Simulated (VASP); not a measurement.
All values below come from r2SCAN meta-GGA, VASP's PBE PAW potentials (set 64) (plane waves; VASP).

The input files of a VASP run:

### KPOINTS
```
Automatic mesh
0
Gamma
6 3 9
0 0 0
```

**INCAR**
```
# general
SYSTEM  = Al2O3
PREC    = Accurate
ENCUT   = 520
LREAL   = .FALSE.   # projection in real space or not
LASPH   = .TRUE.
NBANDS  = 90

# electronic loop
EDIFF   = 1E-7
NELM    = 100
ALGO    = Normal   # blocked Davidson
LMIXTAU = .TRUE.

# smearing
ISMEAR  = 0   # Gaussian
SIGMA   = 0.01   # width (eV)

# functional
METAGGA = R2SCAN

# output
LWAVE   = .FALSE.
LCHARG  = .FALSE.
NEDOS   = 1001   # DOS grid

# other
LOPTICS = .TRUE.
LPEAD   = .TRUE.
CSHIFT  = 0.1
```

File POSCAR:
```
Al2O3
1
    4.6706285400     0.0000000000     0.0000000000
    0.0000000000     9.6323815564     0.0000000000
    0.0000000000     0.0000000000     2.9943353015
Al O
4 6
Direct
  0.4371041595   0.3289369308   0.5000000000
  0.5628958405   0.6710630692   0.5000000000
  0.9371041595   0.1710630692   0.0000000000
  0.0628958405   0.8289369308   1.0000000000
  0.7618714933   0.2287730496   0.5000000000
  0.2381285067   0.7712269504   0.5000000000
  0.2618714933   0.2712269504   1.0000000000
  0.7381285067   0.7287730496   0.0000000000
  0.0000000000   0.0000000000   0.0000000000
  0.5000000000   0.5000000000   0.5000000000
```

POTCAR, in this order: Al O (PBE.64 set). Program: vasp_std.

Task: Estimate the energy per atom (σ→0), band gap (on the k-mesh).

Result: 
```
Item                               Value
------------------------  --------------
energy per atom (σ→0)     -9.490 eV/atom
band gap (on the k-mesh)         4.10 eV
```

File OSZICAR:
```
...
DAV:  19    -0.948985602718E+02   -0.44750E-04   -0.17623E-05  8584   0.112E-02    0.222E-02
DAV:  20    -0.948985941161E+02   -0.33844E-04   -0.47379E-06  7996   0.764E-03    0.195E-02
DAV:  21    -0.948986256356E+02   -0.31520E-04   -0.77573E-06  7566   0.107E-02    0.966E-03
DAV:  22    -0.948986148170E+02    0.10819E-04   -0.10624E-05  7682   0.109E-02    0.834E-03
DAV:  23    -0.948986182531E+02   -0.34360E-05   -0.27532E-07  8640   0.141E-03    0.904E-03
DAV:  24    -0.948986182636E+02   -0.10503E-07   -0.11419E-09  5996   0.104E-04
   1 F= -.94898618E+02 E0= -.94898618E+02  d E =-.188936E-34
 imaginary and real dielectric function
```

The structure comes from a computed database's Al2O3 entry (Pnnm); how it stands against other phases isn't given here. It was relaxed first.
